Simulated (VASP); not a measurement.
# YSn3 with and without spin-orbit coupling, part 3 of 4

What does spin-orbit coupling change in YSn3, and what does it cost? All runs use PBEsol. Left out of this account: 1 further run (fields: a reference on another mesh). The start is a computed cell from the Materials Project.

VASP 6.6.1, plane waves and PAW; the level of theory is named at each step.

Still holding for the runs below: This run has no spin polarisation. Its electron count is odd, so without a moment it is a metal by construction. The k-mesh is coarse for a metal.

So far. Step 3 (Band structure (PBEsol + SOC)): Of the bands kept, 6 cross the Fermi level on this path (spinor bands, one electron each). Step 4 (Total and projected DOS (PBEsol)): Of the states within 0.3 eV of the Fermi level, the largest shares in the PAW spheres are Sn p 28 %, Y d 17 % and Sn s 8 %. The rest lies in smaller channels or between the spheres.

## (5) Density of states (PBEsol + SOC)

This step: PBEsol, spin-orbit coupling; plane waves and PAW (Y_sv, Sn_d) (VASP 6.6.1).

Here the states are counted by energy and projected on the atoms.

The input, INCAR:

```
SYSTEM = YSn3
PREC = Accurate
ENCUT = 400
EDIFF = 1E-06
NELM = 100
ISMEAR = -5
SIGMA = 0.05
LREAL = .FALSE.
ALGO = Normal
GGA = PS
LNONCOLLINEAR = .TRUE.
MAGMOM = 0 0 0 0 0 0 0 0 0 0 0 0
NBANDS = 64
GGA_COMPAT = .FALSE.
LASPH = .TRUE.
LSORBIT = .TRUE.
LMAXMIX = 4
LORBIT = 11
LWAVE = .FALSE.
LCHARG = .FALSE.
KPAR = 4
NEDOS = 2001
```

The input, POSCAR:

```
YSn3
1.0
    4.7003297500      0.0000000000      0.0000000000
    0.0000000000      4.7003297500      0.0000000000
    0.0000000000      0.0000000000      4.7003297500
Y Sn
1 3
Direct
    0.0000000000      0.0000000000      0.0000000000
    0.5000000000      0.5000000000      0.0000000000
    0.5000000000      0.0000000000      0.5000000000
    0.0000000000      0.5000000000      0.5000000000
```

The input, KPOINTS:

```
Automatic mesh
0
Gamma
6 6 6
0 0 0
```

PAW data sets: Y_sv and Sn_d (PBE family, release 64).

Started as:

```console
> mpirun -np 4 vasp_ncl
```

Log:

```text
[... set-up lines as in an earlier step ...]
 entering main loop
       N       E                     dE             d eps       ncg     rms          rms(c)
DAV:   1     0.577480594290E+03    0.57748E+03   -0.21736E+04  2736   0.213E+03
DAV:   2     0.731810137867E+02   -0.50430E+03   -0.49315E+03  2560   0.630E+02
DAV:   3    -0.153364627400E+02   -0.88517E+02   -0.86266E+02  2976   0.218E+02
DAV:   4    -0.221754264035E+02   -0.68390E+01   -0.67117E+01  3592   0.582E+01
DAV:   5    -0.224987035963E+02   -0.32328E+00   -0.32179E+00  4056   0.111E+01    0.218E+01
DAV:   6    -0.219142184428E+02    0.58449E+00   -0.10020E+00  3600   0.758E+00    0.145E+01
DAV:   7    -0.218377764514E+02    0.76442E-01   -0.10972E+00  3312   0.657E+00    0.568E+00
DAV:   8    -0.218318760200E+02    0.59004E-02   -0.10817E-01  3248   0.241E+00    0.196E+00
DAV:   9    -0.218266056874E+02    0.52703E-02   -0.99009E-02  3072   0.156E+00    0.660E-01
DAV:  10    -0.218239353440E+02    0.26703E-02   -0.24475E-02  3128   0.923E-01    0.320E-01
DAV:  11    -0.218238832455E+02    0.52099E-04   -0.19675E-03  3264   0.326E-01    0.157E-01
DAV:  12    -0.218240554028E+02   -0.17216E-03   -0.10020E-03  3472   0.131E-01    0.128E-01
DAV:  13    -0.218239641037E+02    0.91299E-04   -0.13484E-04  3032   0.829E-02    0.448E-02
DAV:  14    -0.218239545508E+02    0.95528E-05   -0.23525E-05  3232   0.231E-02    0.562E-03
DAV:  15    -0.218239446750E+02    0.98759E-05   -0.26446E-06  2472   0.915E-03    0.237E-03
DAV:  16    -0.218239447909E+02   -0.11592E-06   -0.29849E-07  1632   0.432E-03
   1 F= -.21823945E+02 E0= -.21823945E+02  d E =0.000000E+00  mag=    -0.0000     0.0000    -0.0000
 [... a notice as in an earlier step ...]
```

The job ended after 72 s (4 MPI ranks of Intel Xeon Platinum 8375C at 2.90GHz (Ice Lake), shared host; peak memory 1.5 GiB; 4.7 min of CPU time).

From OUTCAR (step 5):

```text
   NELECT =      53.0000    total number of electrons

 E-fermi :   7.7069

 k-point     1 :       0.0000    0.0000    0.0000
  band No.  band energies     occupation
    ...
     46       4.5701      1.00000
     47       4.5701      1.00000
     48       4.5701      1.00000
     49       4.7112      1.00000
     50       4.7112      1.00000
     51       8.9311     -0.17205
     52       8.9311     -0.17205
     53       8.9311     -0.16552
     54       8.9311     -0.16552
     55       8.9572      0.00000
    ...

  Total       -1.3937315     -1.3937315     -1.3937315     -0.0000000     -0.0000000     -0.0000000
  in kB      -21.5032800    -21.5032800    -21.5032800     -0.0000000     -0.0000000     -0.0000000
  external PRESSURE =     -21.5032800 kB  Pullay stress =       0.0000000 kB

  FREE ENERGIE OF THE ION-ELECTRON SYSTEM (eV)
  ---------------------------------------------------
  free  energy   TOTEN  =       -21.8239447909 eV

  energy  without entropy=      -21.8239447909  energy(sigma->0) =      -21.82394479

 Spin-Orbit-Coupling matrix elements
 Ion:    1  E_soc:     -0.1018189
 Ion:    2  E_soc:     -0.1146265
 Ion:    3  E_soc:     -0.1146265
 Ion:    4  E_soc:     -0.1146265

 magnetization (x)
# of ion       s       p       d       f       tot
--------------------------------------------------
    1        0.000  -0.000  -0.000   0.000  -0.000
    2        0.000  -0.000  -0.000   0.000  -0.000
    3        0.000  -0.000  -0.000   0.000  -0.000
    4        0.000   0.000   0.000   0.000   0.000
--------------------------------------------------
tot          0.000   0.000  -0.000   0.000  -0.000

 magnetization (y)
# of ion       s       p       d       f       tot
--------------------------------------------------
    1        0.000   0.000  -0.000   0.000  -0.000
    2       -0.000  -0.000   0.000   0.000   0.000
    3        0.000   0.000  -0.000   0.000  -0.000
    4        0.000   0.000  -0.000   0.000  -0.000
--------------------------------------------------
tot         -0.000   0.000  -0.000   0.000  -0.000

 magnetization (z)
# of ion       s       p       d       f       tot
--------------------------------------------------
    1       -0.000  -0.000   0.000   0.000   0.000
    2       -0.000  -0.000   0.000   0.000   0.000
    3        0.000  -0.000  -0.000   0.000  -0.000
    4       -0.000   0.000   0.000   0.000   0.000
--------------------------------------------------
tot         -0.000  -0.000   0.000   0.000   0.000

[... 9 parts as in an earlier step ...]

[... 9 further parts left out ...]
```

At this level the cell is under a tension of 2.2 GPa, so at these settings it is away from equilibrium.

This step gave:

```yaml
electronic_steps: 16
bands: 64
free_energy_toten: -21.82 eV
fermi_energy: 7.707 eV
pressure: -2.150 GPa
dos_at_the_fermi_level: 2.275 states/eV/cell
```

On-site spin-orbit energy by atom:

```tsv
atom	on-site spin-orbit energy (eV)
Y1	-0.102
Sn2	-0.115
Sn3	-0.115
Sn4	-0.115
```

The density of states has structure finer than the step of the table below, so its rows give means over 0.5 eV, whole bins alone (the curve runs from -12.0 to 0.544 eV). Peaks (eV: height): total -7.39: 2.61, -2.57: 3.69, -2.02: 3.45, -1.01: 3.54; Sn p -2.57: 1.20, -2.02: 1.02, -1.01: 1.08, -0.08: 0.639; Y d -2.57: 0.352, -2.02: 0.442, -0.93: 0.486, 0.00: 0.373; Sn s -9.34: 0.614, -7.39: 1.39, -6.77: 1.37, -1.01: 0.313; Y p -7.39: 0.0611, -2.57: 0.125, -1.01: 0.0695, -0.23: 0.0591.

States under -12.0 eV and over 0.5 eV are left out. Table of density of states by energy, zero at the Fermi level; means over each step; values in states/eV/cell:

```tsv
energy (eV)	total	Sn p	Y d	Sn s	Y p	Sn d	Y s
-11.5	0	0	0	0	0	0	0
-11.0	0.00482	2.5e-5	0	0.00245	1.3e-5	0	1.2e-4
-10.5	0.313	0.00413	1.1e-4	0.158	0.00256	1.7e-4	0.00680
-10.0	0.666	0.0163	9.3e-4	0.336	0.0100	8.1e-4	0.0107
-9.5	1.09	0.0385	0.00404	0.550	0.0236	0.00215	0.00961
-9.0	1.02	0.0469	0.00916	0.514	0.0215	0.00288	0.00469
-8.5	0.716	0.0402	0.0113	0.358	0.0109	0.00293	0.00333
-8.0	1.02	0.0598	0.0117	0.509	0.0185	0.00568	0.0137
-7.5	2.23	0.110	0.0293	1.18	0.0524	0.0188	0.0171
-7.0	1.68	0.0826	0.0392	0.917	0.0270	0.0168	0.00535
-6.5	1.25	0.0783	0.0338	0.677	0.0142	0.0106	0.00463
-6.0	1.10	0.0685	0.0330	0.610	0.0101	0.00967	0.00301
-5.5	0.757	0.0367	0.0240	0.451	0.00454	0.00743	0.00128
-5.0	0.171	0.00825	0.00454	0.106	7.0e-4	0.00146	2.0e-4
-4.5	0.375	0.126	0.0101	0.0143	0.00649	0.00290	0.0143
-4.0	1.58	0.520	0.0631	0.0639	0.0341	0.0152	0.0635
-3.5	1.66	0.561	0.0905	0.0583	0.0632	0.0187	0.0393
-3.0	2.69	0.925	0.194	0.0892	0.112	0.0364	0.0268
-2.5	2.86	0.927	0.280	0.139	0.103	0.0483	0.0261
-2.0	2.79	0.837	0.353	0.173	0.0762	0.0595	0.0289
-1.5	1.20	0.369	0.150	0.0842	0.0283	0.0278	0.00796
-1.0	2.49	0.751	0.342	0.214	0.0509	0.0631	0.0213
-0.5	1.25	0.363	0.185	0.101	0.0386	0.0342	0.0195
0.0	2.06	0.573	0.341	0.183	0.0484	0.0602	0.0350
```

The DOS at the Fermi level goes from 2.32 to 2.28 states/eV/cell, a number that is sensitive to the mesh. The run took 3.8 times the core time, with 64 spinor bands against 40. Of the states within 0.3 eV of the Fermi level, the largest shares in the PAW spheres are Sn p 28 %, Y d 17 % and Sn s 9 %. The rest lies in smaller channels or between the spheres.

## (6) Full relaxation (PBEsol)

This step: PBEsol; plane waves and PAW (Y_sv, Sn_d) (VASP 6.6.1).

Last, the cell itself: ISIF = 3 frees volume, shape and positions, first without the coupling.

The input, INCAR:

```
SYSTEM = YSn3
PREC = Accurate
ENCUT = 400
EDIFF = 1E-06
NELM = 100
ISMEAR = -1
SIGMA = 0.05
LREAL = .FALSE.
ALGO = Normal
GGA = PS
NBANDS = 32
LASPH = .TRUE.
LORBIT = 11
LWAVE = .FALSE.
LCHARG = .FALSE.
KPAR = 4
IBRION = 2
NSW = 60
ISIF = 3
EDIFFG = -0.01
```

POSCAR is that of step 5.

KPOINTS is that of step 5.

Started as:

```console
> mpirun -np 4 vasp_std
```

Log:

```text
[... set-up lines as in an earlier step ...]
 entering main loop
       N       E                     dE             d eps       ncg     rms          rms(c)
DAV:   1     0.452793873192E+03    0.45279E+03   -0.23227E+04  1320   0.209E+03
DAV:   2     0.317891176663E+02   -0.42100E+03   -0.41487E+03  1296   0.522E+02
DAV:   3    -0.199444296051E+02   -0.51734E+02   -0.51381E+02  1592   0.172E+02
DAV:   4    -0.221658293929E+02   -0.22214E+01   -0.22125E+01  1880   0.367E+01
DAV:   5    -0.222438152272E+02   -0.77986E-01   -0.77950E-01  1840   0.560E+00    0.211E+01
DAV:   6    -0.216740157593E+02    0.56980E+00   -0.10560E+00  1880   0.820E+00    0.142E+01
DAV:   7    -0.216105529634E+02    0.63463E-01   -0.13284E+00  1736   0.646E+00    0.319E+00
DAV:   8    -0.215916194667E+02    0.18933E-01   -0.57403E-01  1520   0.331E+00    0.677E-01
DAV:   9    -0.215800216623E+02    0.11598E-01   -0.12738E-01  1752   0.157E+00    0.292E-01
DAV:  10    -0.215788257902E+02    0.11959E-02   -0.10115E-02  1520   0.601E-01    0.293E-01
DAV:  11    -0.215789428232E+02   -0.11703E-03   -0.25267E-03  1720   0.215E-01    0.285E-01
DAV:  12    -0.215788737787E+02    0.69044E-04   -0.34266E-04  1640   0.114E-01    0.593E-02
DAV:  13    -0.215788730150E+02    0.76367E-06   -0.34277E-05  1664   0.259E-02    0.219E-02
DAV:  14    -0.215788728241E+02    0.19089E-06   -0.58589E-06  1472   0.126E-02
   1 F= -.21578873E+02 E0= -.21568718E+02  d E =-.215789E+02
 curvature:   0.00 expect dE= 0.000E+00 dE for cont linesearch  0.000E+00
 trial: gam= 0.00000 g(F)=  0.000E+00 g(S)=  0.617E-01 ort = 0.000E+00 (trialstep = 0.100E+01)
 search vector abs. value=  0.617E-01
 bond charge predicted
       N       E                     dE             d eps       ncg     rms          rms(c)
DAV:   1    -0.227719758640E+02   -0.11931E+01   -0.25735E+01  1504   0.589E+01    0.667E+00
DAV:   2    -0.218402059555E+02    0.93177E+00   -0.22947E+00  1664   0.174E+01    0.300E+00
DAV:   3    -0.215998002849E+02    0.24041E+00   -0.68895E-01  1992   0.872E+00    0.860E-01
DAV:   4    -0.215965746773E+02    0.32256E-02   -0.65313E-02  1936   0.124E+00    0.993E-01
DAV:   5    -0.215964053726E+02    0.16930E-03   -0.73826E-03  2040   0.343E-01    0.389E-01
DAV:   6    -0.215964641675E+02   -0.58795E-04   -0.16528E-03  1824   0.277E-01    0.143E-01
DAV:   7    -0.215965345740E+02   -0.70406E-04   -0.51405E-04  1952   0.118E-01    0.706E-02
DAV:   8    -0.215965533783E+02   -0.18804E-04   -0.16275E-04  1704   0.874E-02    0.179E-02
DAV:   9    -0.215965544523E+02   -0.10740E-05   -0.12006E-05  1576   0.197E-02    0.609E-03
DAV:  10    -0.215965544012E+02    0.51105E-07   -0.26354E-07   944   0.403E-03
   2 F= -.21596554E+02 E0= -.21587226E+02  d E =-.176816E-01
 trial-energy change:   -0.017682  1 .order   -0.016459   -0.061750    0.028831
 step:   0.6988(harm=  0.6817)  dis= 0.00000  next Energy=   -21.600864 (dE=-0.220E-01)
 bond charge predicted
       N       E                     dE             d eps       ncg     rms          rms(c)
DAV:   1    -0.217054015823E+02   -0.10885E+00   -0.24586E+00  1504   0.197E+01    0.199E+00
DAV:   2    -0.216245689701E+02    0.80833E-01   -0.19444E-01  1680   0.507E+00    0.938E-01
DAV:   3    -0.216012187985E+02    0.23350E-01   -0.65737E-02  1968   0.271E+00    0.255E-01
DAV:   4    -0.216008617361E+02    0.35706E-03   -0.61382E-03  1968   0.440E-01    0.302E-01
DAV:   5    -0.216008232273E+02    0.38509E-04   -0.73856E-04  2008   0.109E-01    0.127E-01
DAV:   6    -0.216008142697E+02    0.89575E-05   -0.13200E-04  1744   0.845E-02    0.573E-02
DAV:   7    -0.216008085960E+02    0.56737E-05   -0.42335E-05  1648   0.468E-02    0.303E-02
DAV:   8    -0.216008031893E+02    0.54067E-05   -0.24204E-05  1672   0.307E-02    0.324E-03
DAV:   9    -0.216008029363E+02    0.25298E-06   -0.88496E-07   952   0.643E-03
   3 F= -.21600803E+02 E0= -.21591196E+02  d E =-.219301E-01
 curvature:  -0.34 expect dE=-0.334E-06 dE for cont linesearch -0.334E-06
 trial: gam=-0.00397 g(F)=  0.147E-63 g(S)=  0.982E-06 ort = 0.246E-03 (trialstep = 0.940E+00)
 search vector abs. value=  0.116E-09
 reached required accuracy - stopping structural energy minimisation
```

Elapsed: 35 s, on 4 MPI ranks; peak memory 0.81 GiB.

From OUTCAR (step 6):

```text
   k-points           NKPTS =     20   k-points in BZ     NKDIM =     20   number of bands    NBANDS=     32

   NELECT =      53.0000    total number of electrons

 E-fermi :   8.0457

 k-point     1 :       0.0000    0.0000    0.0000
  band No.  band energies     occupation
    ...
     21       2.7850      2.00000
     22       2.7850      2.00000
     23       4.8998      2.00000
     24       4.8998      2.00000
     25       4.8998      2.00000
     26       9.3339      0.00000
     27       9.3339      0.00000
     28       9.3339      0.00000
     29       9.3584      0.00000
     30       9.9605      0.00000
    ...

  Total       -0.0052094     -0.0052094     -0.0052094     -0.0000000      0.0000000     -0.0000000
  in kB       -0.0830880     -0.0830880     -0.0830880     -0.0000000      0.0000000     -0.0000000
  external PRESSURE =      -0.0830880 kB  Pullay stress =       0.0000000 kB

 POSITION                                       TOTAL-FORCE (eV/Angst)
 -----------------------------------------------------------------------------------
      0.00000      0.00000      0.00000        -0.000000     -0.000000      0.000000
      2.32429      2.32429      0.00000        -0.000000     -0.000000      0.000000
      2.32429     -0.00000      2.32429        -0.000000      0.000000      0.000000
     -0.00000      2.32429      2.32429         0.000000     -0.000000      0.000000
 -----------------------------------------------------------------------------------
    total drift:                                0.000000     -0.000000     -0.000000

  FREE ENERGIE OF THE ION-ELECTRON SYSTEM (eV)
  ---------------------------------------------------
  free  energy   TOTEN  =       -21.6008029363 eV

  energy  without entropy=      -21.5815894267  energy(sigma->0) =      -21.59119618

 reached required accuracy - stopping structural energy minimisation

[... 6 parts as in an earlier step ...]

[... 10 further parts left out ...]
```

The run keeps the 48 symmetry operations of its start, so it cannot find a distortion of lower symmetry.

Relaxation path:

```tsv
step	energy less that of the first step (eV)	largest force (eV/Å)	pressure (GPa)	volume (Å³)
1	0.0000	0.0000	-2.02	103.84
2	-0.0177	0.0000	0.99	99.01
3	-0.0219	0.0000	-0.01	100.45
```

```tsv
conventional cell, symmetrised	before	after	change
a (Å)	4.700	4.649	-1.1 %
b (Å)	4.700	4.649	-1.1 %
c (Å)	4.700	4.649	-1.1 %
volume (Å³/atom)	25.96	25.11	-3.3 %
```

The relaxed structure:

```xyz
4
Lattice="4.6486 0.0000 0.0000 0.0000 4.6486 0.0000 0.0000 0.0000 4.6486" Properties=species:S:1:pos:R:3 pbc="T T T"
Y     0.0000    0.0000    0.0000
Sn    2.3243    2.3243    0.0000
Sn    2.3243    0.0000    2.3243
Sn    0.0000    2.3243    2.3243
```

This step gave:

```
bands                           : 32
free energy (TOTEN)             : -21.60 eV
energy at zero smearing         : -21.59 eV
Fermi energy                    : 8.046 eV
pressure                        : -0.008309 GPa
SCF cycles over all ionic steps : 33
```

It ends with forces that vanish by symmetry and a pressure of -0.01 GPa.

(Continued in part 4 of 4.)

[Lines on the potential files, build, host, timing and source positions are cut from VASP's logs without a mark.]

[Logs are printed without paths, hosts, clocks, repeated set-up lines and the standing remarks that a program may print on its own settings, such as how far it seeks lower states.]

[Hosts, paths, dates, database ids (printed as entryN), source tags and the programs' standing remarks are cut or masked in the printed files.]

[A measured line is paired with the nearest computed mode of its activity, which favours agreement.]
